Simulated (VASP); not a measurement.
Consider the following.

```
GaN
1.0
    1.60010    -2.77146     0.00000
    1.60010     2.77146     0.00000
    0.00000     0.00000     5.21873
Ga N
2 2
Direct
  0.66667   0.33333   0.50025
  0.33333   0.66667   0.00025
  0.66667   0.33333   0.87675
  0.33333   0.66667   0.37675
```

All values below come from PBE GGA with D3 dispersion (zero damping), VASP's PBE PAW potentials (set 64) (plane waves; VASP). Run with 520 eV cut-off, Gaussian smearing of 0.050 eV, potentials Ga_d N.

### Question
Give the energies of bands 13 to 21 at the high-symmetry points, in eV from the valence-band maximum.

### Answer

```csv
band,Γ,M,K,A,L,H
13,-6.97,-6.39,-5.30,-3.83,-6.53,-6.10
14,-1.01,-5.25,-5.30,-3.83,-6.53,-6.10
15,-1.01,-4.14,-5.19,-0.52,-1.91,-4.12
16,-0.04,-2.69,-2.93,-0.52,-1.91,-4.12
17,0.00,-2.17,-2.93,-0.52,-1.87,-1.46
18,0.00,-0.98,-2.68,-0.52,-1.87,-1.46
19,1.82,5.03,5.16,4.16,4.36,6.32
20,4.18,5.47,7.67,4.16,4.36,6.32
21,9.11,6.01,7.67,8.39,7.67,7.29
```

The gap is direct, 1.82 eV, from the valence maximum at Γ to the conduction minimum at Γ.

Measured: gap 3.68 eV (computed value off by -1.86 eV), as given by Wei Chen et al., Physical Review Materials (2018), doi:10.1103/physrevmaterials.2.073803 [zero-point renormalisation of 0.17 eV added back (the table's ZPR column)].

The compound is GaN in the wurtzite structure. It was relaxed first.
